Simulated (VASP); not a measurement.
A run of VASP 6.6.1:

POSCAR

```
TiCo
1.0
    2.9861109900      0.0000000000      0.0000000000
    0.0000000000      2.9861109900      0.0000000000
    0.0000000000      0.0000000000      2.9861109900
Ti Co
1 1
Direct
    0.0000000000      0.0000000000      0.0000000000
    0.5000000000      0.5000000000      0.5000000000
```

The input INCAR.step1:

```
PREC = Accurate
ENCUT = 520
EDIFF = 1E-6
ISMEAR = -1
SIGMA = 0.03
LREAL = False
LASPH = True
NELM = 150
ALGO = Normal
ISIF = 2
LWAVE = False
LCHARG = True
ISPIN = 2
MAGMOM = -1 2
LMAXMIX = 4
GGA = PS
NBANDS = 22
```

KPOINTS.step1

```
regular mesh
0
Gamma
  11 11 11
```

INCAR.step2

```
PREC = Accurate
ENCUT = 520
EDIFF = 1E-6
ISMEAR = -5
SIGMA = 0.03
LREAL = False
LASPH = True
NELM = 150
ALGO = Normal
ISIF = 2
LWAVE = False
LCHARG = False
ISPIN = 2
MAGMOM = -1 2
LORBIT = 11
LMAXMIX = 4
GGA = PS
NBANDS = 22
NEDOS = 1001
ICHARG = 11
```

The input KPOINTS.step2:

```
regular mesh
0
Gamma
  17 17 17
```

Potentials or basis: VASP PAW PBE potentials, release 64 (Ti_sv, Co).

Run with:

```bash
$ cat potpaw_PBE.64/Ti_sv/POTCAR potpaw_PBE.64/Co/POTCAR > POTCAR
$ cp INCAR.step1 INCAR
$ cp KPOINTS.step1 KPOINTS
$ mpirun -np 1 vasp_std > vasp.out
$ cp INCAR.step2 INCAR
$ cp KPOINTS.step2 KPOINTS
$ mpirun -np 1 vasp_std > vasp.out
```

Hardware: 1 thread of Intel(R) Xeon(R) 6975P-C (Granite Rapids) (shared host).

Question: Estimate the wall time of this run.

Answer: Wall time 78 s on 1 thread of Intel(R) Xeon(R) 6975P-C (Granite Rapids) (shared host), peak memory 0.27 GiB. Counts: scf iterations 9, k points 165.
